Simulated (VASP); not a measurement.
Computed with PBE GGA, VASP's PBE PAW potentials (set 64) (plane waves; VASP 6.6.1).

Input for VASP

POSCAR:
```
HfSiO4
3.3025860
 -1.0000000000   1.0000000000   0.9101367837
  1.0000000000  -1.0000000000   0.9101367837
  1.0000000000   1.0000000000  -0.9101367837
Hf Si O
2 2 8
Cart
  0.0000000000   0.0000000000   0.0000000000
  0.0000000000   1.0000000000   0.4550683919
  1.0000000000   0.0000000000   0.4550683919
  0.0000000000   0.0000000000   0.9101367837
  1.0000000000   0.6297800000  -0.3291054610
  1.3702200000  -0.0000000000   0.1259629309
 -0.0000000000   0.3702200000   0.5810313227
  0.6297800000   0.0000000000   0.1259629309
  1.0000000000   0.3702200000   0.7841738529
  0.3702200000   0.0000000000   1.2392422447
  1.0000000000  -0.3702200000   0.7841738529
  0.6297800000   1.0000000000   0.3291054610
```

**INCAR**
```
SYSTEM = HfSiO4
PREC = Accurate; ENCUT = 400; LREAL = .FALSE.
LASPH = .TRUE.
EDIFF = 1E-6; NELM = 100; ALGO = Normal
LMAXMIX = 6
ISMEAR = 0; SIGMA = 0.01
GGA = PE
ISIF = 2
LWAVE = .FALSE.; LCHARG = .FALSE.
```

KPOINTS:
```
kpoints
0
G
5 5 5
0 0 0
```

POTCAR, in this order: Hf_pv Si O (PBE.64 set). Program: vasp_std.

Output

File OUTCAR:
```
 ion  position               nearest neighbor table
   1  0.000  0.000  0.000-   8 2.12   9 2.12   6 2.12  11 2.12   7 2.28  12 2.28   5 2.28  10 2.28
                             4 3.01   4 3.01   2 3.63   2 3.63   2 3.63   2 3.63
   2  0.750  0.250  0.500-   5 2.12  10 2.12   7 2.12  12 2.12   6 2.28  11 2.28   9 2.28   8 2.28
                             3 3.01   3 3.01   1 3.63   1 3.63   1 3.63   1 3.63
   3  0.250  0.750  0.500-   6 1.64  11 1.64   9 1.64   8 1.64   2 3.01   2 3.01
   4  0.500  0.500  0.000-   7 1.64  12 1.64  10 1.64   5 1.64   1 3.01   1 3.01
   5  0.134  0.319  0.815-   4 1.64   2 2.12   1 2.28
   6  0.069  0.754  0.685-   3 1.64   1 2.12   2 2.28
   7  0.504  0.319  0.185-   4 1.64   2 2.12   1 2.28
   8  0.069  0.384  0.315-   3 1.64   1 2.12   2 2.28
   9  0.616  0.931  0.685-   3 1.64   1 2.12   2 2.28
  10  0.681  0.866  0.185-   4 1.64   2 2.12   1 2.28
  11  0.246  0.931  0.315-   3 1.64   1 2.12   2 2.28
  12  0.681  0.496  0.815-   4 1.64   2 2.12   1 2.28
  LATTYP: Found a body centered tetragonal cell.
 ALAT       =     6.6051720000
 C/A-ratio  =     0.9101367837
 Subroutine PRICEL returns:
 Original cell was already a primitive cell.
 Subroutine GETGRP returns: Found 16 space group operations
The static configuration has the point symmetry D_2d.
 The point group associated with its full space group is D_4h.
The dynamic configuration has the point symmetry D_2d.
 Subroutine INISYM returns: Found 16 space group operations
 Subroutine IBZKPT returns following result:
 Found     18 irreducible k-points:

 Following reciprocal coordinates:
            Coordinates               Weight
  0.000000  0.000000  0.000000      1.000000
  0.200000  0.000000  0.000000      8.000000
  0.400000  0.000000  0.000000      8.000000
  0.200000  0.200000  0.000000      8.000000
  0.400000  0.200000  0.000000     16.000000
 -0.400000  0.200000  0.000000     16.000000
 -0.200000  0.200000  0.000000      4.000000
  0.400000  0.400000  0.000000      8.000000
 -0.400000  0.400000  0.000000      4.000000
  0.200000  0.200000  0.200000      8.000000
 -0.200000  0.200000  0.200000      4.000000
 -0.400000  0.400000  0.200000      8.000000
 -0.200000  0.400000  0.200000      8.000000
 -0.400000 -0.400000  0.200000      8.000000
 -0.200000 -0.400000  0.200000      8.000000
 -0.200000 -0.200000  0.200000      2.000000
 -0.400000  0.400000  0.400000      4.000000
 -0.400000 -0.400000  0.400000      2.000000
   k-points           NKPTS =     18   k-points in BZ     NKDIM =     18   number of bands    NBANDS=     45
   number of dos      NEDOS =    301   number of ions     NIONS =     12
   total plane-waves  NPLWV =  46656
   dimension x,y,z NGX =    36 NGY =   36 NGZ =   36
   dimension x,y,z NGXF=    72 NGYF=   72 NGZF=   72
   ions per type =               2   2   8
   PREC   = accura    normal or accurate (medium, high low for compatibility)
   ISTART =      0    job   : 0-new  1-cont  2-samecut
   ICHARG =      2    charge: 1-file 2-atom 10-const
   ISPIN  =      1    spin polarized calculation?
   LNONCOLLINEAR =      F non collinear calculations
   LSORBIT =      F    spin-orbit coupling
   INIWAV =      1    electr: 0-lowe 1-rand  2-diag
   ENCUT  =  400.0 eV  29.40 Ry    5.42 a.u.   9.06  9.06  9.06*2*pi/ulx,y,z
   NELM   =    100;   NELMIN=  2; NELMDL= -5     # of ELM steps
   EDIFF  = 0.1E-05   stopping-criterion for ELM
   LREAL  =      F    real-space projection
   NLSPLINE    = F    spline interpolate recip. space projectors
   LMAXMIX     =    6 max onsite mixed and CHGCAR
   VOSKOWN=      0    Vosko Wilk Nusair interpolation
   EDIFFG = 0.1E-04   stopping-criterion for IOM
   NSW    =      0    number of steps for IOM
   NBLOCK =      1;   KBLOCK =      1    inner block; outer block
   IBRION =     -1    ionic relax: 0-MD 1-quasi-New 2-CG
   NFREE  =      0    steps in history (QN), initial steepest desc. (CG)
   ISIF   =      2    stress and relaxation
   ISYM   =      2    0-nonsym 1-usesym 2-fastsym
...
```

OSZICAR:
```
       N       E                     dE             d eps       ncg     rms          rms(c)
DAV:   1     0.432732777123E+03    0.43273E+03   -0.37212E+04  1636   0.134E+03
DAV:   2    -0.992026230497E+02   -0.53194E+03   -0.52176E+03  2019   0.357E+02
DAV:   3    -0.125109520428E+03   -0.25907E+02   -0.25833E+02  1880   0.822E+01
DAV:   4    -0.125479958276E+03   -0.37044E+00   -0.36984E+00  2056   0.104E+01
DAV:   5    -0.125485788335E+03   -0.58301E-02   -0.58264E-02  1971   0.119E+00    0.704E+01
DAV:   6    -0.108869265016E+03    0.16617E+02   -0.79550E+01  1907   0.398E+01    0.584E+01
DAV:   7    -0.108866307979E+03    0.29570E-02   -0.41962E+00  2024   0.926E+00    0.399E+01
DAV:   8    -0.108879270615E+03   -0.12963E-01   -0.62630E-01  1968   0.454E+00    0.944E+00
DAV:   9    -0.108838553336E+03    0.40717E-01   -0.22879E-01  1928   0.234E+00    0.203E+00
DAV:  10    -0.108838495464E+03    0.57872E-04   -0.12324E-02  2080   0.602E-01    0.380E-01
DAV:  11    -0.108838411122E+03    0.84341E-04   -0.11628E-03  1976   0.178E-01    0.116E-01
DAV:  12    -0.108838492364E+03   -0.81241E-04   -0.87003E-05  2072   0.480E-02    0.548E-02
DAV:  13    -0.108838525596E+03   -0.33233E-04   -0.43350E-05  2008   0.353E-02    0.281E-02
DAV:  14    -0.108838525655E+03   -0.58501E-07   -0.29035E-06  1712   0.867E-03
   1 F= -.10883853E+03 E0= -.10883853E+03  d E =-.709459E-71
```

### OUTCAR
```
------------------------ aborting loop because EDIFF is reached ----------------------------------------
  FORCE on cell =-STRESS in cart. coord.  units (eV):
  Direction    XX          YY          ZZ          XY          YZ          ZX
  --------------------------------------------------------------------------------------
  Total       -4.0573544     -4.0573544     -4.2733446      0.0000000     -0.0000000      0.0000000
  in kB      -49.5706322    -49.5706322    -52.2094880      0.0000000     -0.0000000      0.0000000
  external PRESSURE =     -50.4502508 kB  Pullay stress =       0.0000000 kB
  volume of cell :      131.14
      direct lattice vectors                 reciprocal lattice vectors
    -3.302586000  3.302586000  3.005805000     0.000000000  0.151396512  0.166344789
     3.302586000 -3.302586000  3.005805000     0.151396512  0.000000000  0.166344789
     3.302586000  3.302586000 -3.005805000     0.151396512  0.151396512  0.000000000
 POSITION                                       TOTAL-FORCE (eV/Angst)
 -----------------------------------------------------------------------------------
      0.00000      0.00000      0.00000         0.000000     -0.000000     -0.000000
      0.00000      3.30259      1.50290         0.000000     -0.000000     -0.000000
      3.30259      0.00000      1.50290         0.000000     -0.000000     -0.000000
      0.00000      0.00000      3.00581         0.000000     -0.000000     -0.000000
      3.30259      2.07990     -1.08690         0.000000     -0.025229     -0.068882
      4.52527      0.00000      0.41600         0.025229     -0.000000     -0.068882
      0.00000      1.22268      1.91891         0.000000      0.025229     -0.068882
      2.07990      0.00000      0.41600        -0.025229     -0.000000     -0.068882
      3.30259      1.22268      2.58980         0.000000      0.025229      0.068882
      1.22268      0.00000      4.09270         0.025229     -0.000000      0.068882
      3.30259     -1.22268      2.58980         0.000000     -0.025229      0.068882
      2.07990      3.30259      1.08690        -0.025229     -0.000000      0.068882
 -----------------------------------------------------------------------------------
    total drift:                                0.000000     -0.000000      0.000000
  FREE ENERGIE OF THE ION-ELECTRON SYSTEM (eV)
  ---------------------------------------------------
  free  energy   TOTEN  =      -108.8385256548 eV

  energy  without entropy=     -108.8385256548  energy(sigma->0) =     -108.83852565
```
(Selected blocks of OUTCAR.)

At this cut-off the stress carries a Pulay error, which pulls relaxed volumes low.

The structure comes from a computed database's HfSiO4 entry; how it stands against other phases isn't given here. The cell was not relaxed at this level.
